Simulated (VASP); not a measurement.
Mo:

```
Mo
1.0
    -1.57342    1.57342    1.57342
     1.57342   -1.57342    1.57342
     1.57342    1.57342   -1.57342
Mo
1
Direct
  0.00000 0.00000 0.00000
```

* Program: VASP 6.6.1
* Task: relaxation of cell and atoms
* Functional: PBE
* Potentials or basis: VASP PAW PBE potentials, release 64 (Mo_sv)
* Cutoff: 520 eV
* k mesh: 18 × 18 × 18
* Occupations: methfessel-paxton, width 0.2 eV
* Spin: no spin polarisation

At the start: pressure 4.0 GPa; volume 15.58 Å³/atom.

How do energy, volume and symmetry change on relaxing?

Over 7 steps the energy falls by 2.9 meV/atom and the volume is 15.81 Å³/atom (+1.5 %); space group Im-3m (No. 229, to 0.05 Å).

The path:
```csv
step,energy change (eV),largest force (eV/Å),pressure (GPa),volume (Å³)
1,0.0000,0.0000,4.01,15.58
2,0.0179,0.0000,-9.73,16.48
3,-0.0029,0.0000,-0.06,15.82
4,-0.0029,0.0000,0.02,15.81
5,-0.0029,0.0000,0.02,15.81
6,-0.0029,0.0000,0.02,15.81
7,-0.0029,0.0000,0.02,15.81
```

Final structure:
```
Mo
1.0
    -1.58123    1.58123    1.58123
     1.58123   -1.58123    1.58123
     1.58123    1.58123   -1.58123
Mo
1
Cartesian
  0.0000 0.0000 0.0000
```
